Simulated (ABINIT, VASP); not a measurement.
Given: the input of a run of ABINIT 10.8.3 (patched build) on TaWC2. The cell comes from a database or a generator and needn't be the stable form of this composition.

Contents of run.abi:

```
# Pseudopotentials
pp_dirpath "./"
pseudos "W.GGA_PBE-JTH.xml, Ta.GGA_PBE-JTH.xml, C.GGA_PBE-JTH.xml"

# Structure
acell 3*1.0
rprim
     2.9703757337     1.7149472294     9.6406639719
    -2.9703757337     1.7149472294     9.6406639719
     0.0000000000    -3.4298944590     9.6406639719
ntypat 3
znucl 74 73 6
natom 4
typat 1 2 3 3
xcart
     0.0000000000     0.0000000000     0.0000000000
     0.0000000000    -0.0000000001     7.6524295078
     0.0000000000     0.0000000000     3.8404941874
     0.0000000000    -0.0000000001    11.4643648283 Angstrom

# Plane-wave basis
ecut 19.0
pawecutdg 38.0
pawxcdev 0

# k points
kptopt 1
ngkpt 10 10 10
nshiftk 1
shiftk 0.0 0.0 0.0

# Exchange and correlation
ixc -116133

# Bands and occupations
nband 22
occopt 3
tsmear 0.00183747

# SCF cycle
nstep 100
tolvrs 1.0e-9

# Output
iomode 3
prtwf 0
prteig 0
prtebands 0
enunit 1
prtden 1
prtvha 1
prtvclmb 1
prtpot 1
```

Potentials or basis: JTH PAW PBE v2.0.

Command:

```bash
$ abinit run.abi > log 2>&1
```

Problem. Translate it to VASP 6.6.1. Potentials or basis there: PBE PAW files C, Ta_pv, W_sv, 520 eV.

Solution. As run (cutoffs and basis follow the program's own potentials, and thresholds, step limits or extra output files can differ):

File INCAR:

```
SYSTEM = TaWC2
PREC = Accurate
ENCUT = 520
EDIFF = 1E-7
ISMEAR = -1
SIGMA = 0.05
LREAL = .False.
LASPH = .True.
NELM = 80
ALGO = Normal
ISIF = 2
LWAVE = .False.
LCHARG = .False.
GGA = PS
NBANDS = 24
```

KPOINTS

```
Automatic mesh
0
Gamma
  10 10 10
  0 0 0
```

The input POSCAR:

```
TaWC2
1.0
    1.5718551461      0.9075109917      5.1016196719
   -1.5718551461      0.9075109917      5.1016196719
    0.0000000000     -1.8150219835      5.1016196719
W Ta C
1 1 2
Direct
    0.0000000000      0.0000000000      0.0000000000
    0.5000000000      0.5000000000      0.5000000000
    0.2509330000      0.2509330000      0.2509330000
    0.7490670000      0.7490670000      0.7490670000
```

Potentials or basis: VASP PAW PBE potentials, release 64 (W_sv, Ta_pv, C).

Run with:

```console
$ cat potpaw_PBE.64/W_sv/POTCAR potpaw_PBE.64/Ta_pv/POTCAR potpaw_PBE.64/C/POTCAR > POTCAR
$ mpirun -np 1 vasp_std > vasp.out
```

Both were run:

|  | ABINIT | VASP |
| --- | --- | --- |
| Pressure | -10.3 GPa | -10.0 GPa |

The potentials hold 35 and 33 valence electrons a cell.

ABINIT's potentials were made for PBE. VASP's potentials were made for PBE.

The cell lies far from this level's equilibrium.

Pressure is positive in compression.
